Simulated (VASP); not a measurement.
Input of a VASP 6.6.1 run:

Contents of INCAR:

```
SYSTEM = Be2Al
PREC = Accurate ; ENCUT = 600
EDIFF = 1E-6 ; ISMEAR = 0
SIGMA = 0.1 ; LREAL = .FALSE.
LASPH = .TRUE. ; NELM = 80
ALGO = Normal ; ISIF = 3
LWAVE = .FALSE. ; LCHARG = .FALSE.
GGA = PE ; IVDW = 12
IBRION = 2 ; NSW = 90
EDIFFG = -0.04
```

File KPOINTS:

```
regular mesh
0
G
  6 6 6
  0 0 0
```

File POSCAR:

```
Be2Al
1.0
    3.6199958442      0.0000000000      0.0000000000
   -1.8099979221      3.1350083627      0.0000000000
    0.0000000000      0.0000000000      2.7793182406
Be Al
2 1
Direct
    0.3333333333      0.6666666667      0.5000000000
    0.6666666667      0.3333333333      0.5000000000
    0.0000000000      0.0000000000      0.0000000000
```

Potentials or basis: VASP PAW PBE potentials, release 64 (Be, Al).

Launch:

```bash
$ cat potpaw_PBE.64/Be/POTCAR potpaw_PBE.64/Al/POTCAR > POTCAR
$ mpirun -np 1 vasp_std > vasp.out
```

Predict the band gap on the k mesh.

none (metal or under the smearing width).

Predict the dispersion energy per atom.

-0.348 eV.

What does it give for the space group after relaxing (to 0.05 Å)?

P6/mmm (No. 191).

Final structure:
```
Be Al
1.0
     3.65485    0.00000    0.00000
    -1.82743    3.16520    0.00000
     0.00000    0.00000    2.71166
Be Al
2 1
Direct
  0.33333 0.66667 0.50000
  0.66667 0.33333 0.50000
  0.00000 0.00000 0.00000
```

Caveat: the k mesh is coarse (spacing up to 0.38 Å⁻¹), so the values aren't converged.
